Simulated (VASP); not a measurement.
A run of VASP 6.6.1 is set up as follows.

File INCAR:

```
PREC = Accurate
ENCUT = 600
EDIFF = 1E-7
ISMEAR = 0
SIGMA = 0.1
LREAL = False
LASPH = True
NELM = 60
ALGO = Fast
ISIF = 3
LWAVE = False
LCHARG = False
GGA = PE
IBRION = 2
NSW = 100
EDIFFG = -0.01
```

File KPOINTS:

```
regular mesh
0
Gamma
  12 12 12
```

File POSCAR:

```
Ca2Ir
1.0
    0.0000000000      3.4401771358      3.4401771358
    3.4401771358      0.0000000000      3.4401771358
    3.4401771358      3.4401771358      0.0000000000
Ca Ir
2 1
Direct
    0.2500000000      0.2500000000      0.2500000000
    0.7500000000      0.7500000000      0.7500000000
    0.0000000000      0.0000000000      0.0000000000
```

Potentials or basis: VASP PAW PBE potentials, release 64 (Ca_sv, Ir).

The run is started by

```console
$ cat potpaw_PBE.64/Ca_sv/POTCAR potpaw_PBE.64/Ir/POTCAR > POTCAR
$ mpirun -np 1 vasp_std > vasp.out
```

(1) What does it give for the relaxed volume?

(2) What does it give for the band gap on the k mesh?

(3) What does it give for the space group after relaxing (to 0.05 Å)?

(4) What does it give for the relaxed cell?

## Answers

(1) 27.25 Å³/atom.

(2) none (metal or under the smearing width).

(3) Fm-3m (No. 225).

(4) a = 4.872 Å, b = 4.872 Å, c = 4.872 Å, α = 60.00°, β = 60.00°, γ = 60.00°.
